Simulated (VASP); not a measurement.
Level of theory: PBE GGA, VASP's PBE PAW potentials (set 64) (plane waves; VASP 6.6.1).

VASP ran on this input.

**INCAR**
```
SYSTEM = GeF2
PREC = Accurate
ENCUT = 520
EDIFF = 1E-6
NELM = 100
ALGO = Normal
LREAL = .FALSE.
LASPH = .TRUE.
ISMEAR = 0
SIGMA = 0.05
GGA = PE
LMAXMIX = 4
LWAVE = .FALSE.
LCHARG = .FALSE.
ISIF = 2
```

### KPOINTS
```
Automatic
0
gamma
  6 6 6
0 0 0
```

### POSCAR
```
GeF2
1
    1.5421380000     0.8903540000     4.6753320000
   -1.5421380000     0.8903540000     4.6753320000
    0.0000000000    -1.7807070000     4.6753320000
Ge F
1 2
Direct
  0.0000000000   0.0000000000   0.0000000000
  0.2520000000   0.2520000000   0.2520000000
  0.7480000000   0.7480000000   0.7480000000
```

POTCAR, in this order: Ge_d F (PBE.64 set). Program: vasp_std.

Output of the run:

**OSZICAR**
```
       N       E                     dE             d eps       ncg     rms          rms(c)
DAV:   1     0.262486352089E+03    0.26249E+03   -0.15630E+04  1318   0.379E+03
DAV:   2     0.142204472417E+02   -0.24827E+03   -0.23876E+03  1314   0.667E+02
DAV:   3    -0.130958848578E+02   -0.27316E+02   -0.27145E+02  1328   0.163E+02
DAV:   4    -0.138906000754E+02   -0.79472E+00   -0.79326E+00  1334   0.291E+01
DAV:   5    -0.139049933192E+02   -0.14393E-01   -0.14391E-01  1272   0.413E+00    0.716E+00
DAV:   6    -0.126188889248E+02    0.12861E+01   -0.69980E+00  1646   0.332E+01    0.233E+00
DAV:   7    -0.126265666366E+02   -0.76777E-02   -0.24661E-01  1162   0.666E+00    0.138E+00
DAV:   8    -0.126333113423E+02   -0.67447E-02   -0.65136E-02  1212   0.513E+00    0.399E-01
DAV:   9    -0.126310083469E+02    0.23030E-02   -0.10944E-02  1916   0.291E+00    0.920E-02
DAV:  10    -0.126312540683E+02   -0.24572E-03   -0.15390E-03  1232   0.627E-01    0.347E-02
DAV:  11    -0.126312904698E+02   -0.36401E-04   -0.11682E-04  1462   0.243E-01    0.163E-02
DAV:  12    -0.126312887206E+02    0.17492E-05   -0.17254E-05  1418   0.149E-01    0.324E-03
DAV:  13    -0.126312890826E+02   -0.36208E-06   -0.43105E-06  1206   0.216E-02
   1 F= -.12631289E+02 E0= -.12631289E+02  d E =-.115836E-10
```

File OUTCAR:
```
------------------------ aborting loop because EDIFF is reached ----------------------------------------
  FORCE on cell =-STRESS in cart. coord.  units (eV):
  Direction    XX          YY          ZZ          XY          YZ          ZX
  --------------------------------------------------------------------------------------
  Total        8.8118669      8.8118645      4.6556263     -0.0000000      0.0000003      0.0000000
  in kB      366.5464481    366.5463470    193.6596746     -0.0000000      0.0000138      0.0000000
  external PRESSURE =     308.9174899 kB  Pullay stress =       0.0000000 kB
  volume of cell :       38.52
      direct lattice vectors                 reciprocal lattice vectors
     1.542138000  0.890354000  4.675332000     0.324225199  0.187191532  0.071296171
    -1.542138000  0.890354000  4.675332000    -0.324225199  0.187191532  0.071296171
     0.000000000 -1.780707000  4.675332000     0.000000000 -0.374383064  0.071296211
 POSITION                                       TOTAL-FORCE (eV/Angst)
 -----------------------------------------------------------------------------------
      0.00000      0.00000      0.00000         0.000000      0.000000     -0.000000
      0.00000      0.00000      3.53455         0.000000     -0.000000     -1.811757
      0.00000      0.00000     10.49145         0.000000      0.000000      1.811757
 -----------------------------------------------------------------------------------
    total drift:                               -0.000000      0.000000     -0.000000
  FREE ENERGIE OF THE ION-ELECTRON SYSTEM (eV)
  ---------------------------------------------------
  free  energy   TOTEN  =       -12.6312890826 eV

  energy  without entropy=      -12.6312890826  energy(sigma->0) =      -12.63128908
```
(Selected blocks of OUTCAR.)

The structure was generated: GeF2 was put into the CdCl2 type (R-3m), which need not be its known phase. The cell was not relaxed at this level.
